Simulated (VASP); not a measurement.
Elastic constants (GPa) of a crystal from LDA (Ceperley-Alder, Perdew-Zunger), VASP's LDA PAW potentials (set 64) run with VASP:

```csv
,xx,yy,zz,yz,xz,xy
xx,370.2,201.1,201.1,0.0,0.0,0.0
yy,201.1,370.2,201.1,0.0,0.0,0.0
zz,201.1,201.1,370.2,0.0,0.0,0.0
yz,0.0,0.0,0.0,141.9,0.0,0.0
xz,0.0,0.0,0.0,0.0,141.9,0.0
xy,0.0,0.0,0.0,0.0,0.0,141.9
```

Finite-difference elastic constants of metals are sensitive to mesh and smearing; shear constants can be off by tens of GPa.

**Question.** Work out the Voigt, Reuss and Hill moduli, Young's modulus and Poisson's ratio.

**Answer.** All eigenvalues are positive (smallest 141.9 GPa), so the crystal is stable. K_V = (C11+C22+C33+2(C12+C13+C23))/9 = (1110.6 + 2×603.3)/9 = 257.5 GPa; G_V = (1110.6 − 603.3 + 3×425.7)/15 = 119.0 GPa. From the compliances, K_R = 257.5 GPa and G_R = 111.6 GPa. Hill: K = 257.5 GPa, G = 115.3 GPa, E = 9KG/(3K+G) = 300.9 GPa, ν = (3K−2G)/(2(3K+G)) = 0.305. K/G = 2.23, above Pugh's 1.75; universal anisotropy A^U = 0.33.

**Question.** With a density of 8.93 g/cm³, what are the mean sound speeds?

**Answer.** v_l = √((K+4G/3)/ρ) = 6.78 km/s and v_t = √(G/ρ) = 3.59 km/s. The crystal is Fe (bcc), cubic.

The compound is Fe in the bcc structure. It was relaxed first, which changed the volume by -12 %.
